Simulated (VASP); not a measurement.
Consider the following.

```
CELL_PARAMETERS angstrom
      1.69677     0.97963     6.33513
     -1.69677     0.97963     6.33513
      0.00000    -1.95926     6.33513
ATOMIC_POSITIONS crystal
  Ta 0.00000 0.00000 0.00000
  Se 0.24578 0.24578 0.24578
  Se 0.75422 0.75422 0.75422
```

All values below come from LDA (Ceperley-Alder, Perdew-Zunger) with spin-orbit coupling, VASP's LDA PAW potentials (set 64) (plane waves; VASP). Run with 400 eV cut-off, 10×10×10 Γ-centred mesh, Gaussian smearing of 0.050 eV, potentials Ta_pv Se.

Q: Predict the energy per atom (σ→0), band gap (over mesh and band path) with the smallest direct gap where there is one.

A: 
```yaml
band gap (over mesh and band path): none (metal, semimetal or under 0.01 eV)
energy per atom (σ→0): -8.108 eV/atom
```

The absolute energy has meaning only against runs of the same code, potentials and settings.

The structure comes from a computed database's TaSe2 entry (R-3m); how it stands against other phases isn't given here. It was relaxed first, which changed the volume by -11 %.
